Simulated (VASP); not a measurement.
Here is the system:

Space group Pm-3m (No. 221); a = b = c = 4.0105 Å, α = β = γ = 90.00°

| atom | site | symmetry | x | y | z |
|---|---|---|---|---|---|
| Ba | 1a | m-3m | 0.0000 | 0.0000 | 0.0000 |
| Ti | 1b | m-3m | 0.5000 | 0.5000 | 0.5000 |
| O | 3c | 4/mm.m | 0.0000 | 0.5000 | 0.5000 |

Method: rev-vdW-DF2, VASP's PBE PAW potentials (set 64) (plane waves; VASP). Numerical set-up: 520 eV cut-off, 6×6×6 Γ-centred mesh, Gaussian smearing of 0.050 eV, potentials Ba_sv Ti_sv O.

Q: Give the energy at these volumes per atom, relative to the lowest: 12.11, 12.50, 12.89, 13.27, 13.66 Å³.

A: 28.9, 7.1, 0.0, 5.4, 21.4 meV/atom. A third-order Birch-Murnaghan fit gives B0 = 171 GPa and B0′ = 4.6.

Measured: bulk modulus 162 GPa (computed value off by +5.7 %), as given by Yu-ichiro Matsushita et al., Physical Review B (2011), arXiv:1104.2769; a 4.001 Å (computed value off by +0.2 %), as given by Yubo Zhang et al., Physical Review B (2017), arXiv:1702.04817. The calculation is for a static lattice, while the measured bulk modulus, a hold thermal and zero-point effects, which are part of the difference.

The compound is BaTiO3 in the cubic perovskite structure, the ideal cubic form; the compound distorts at low or room temperature. It was relaxed first.
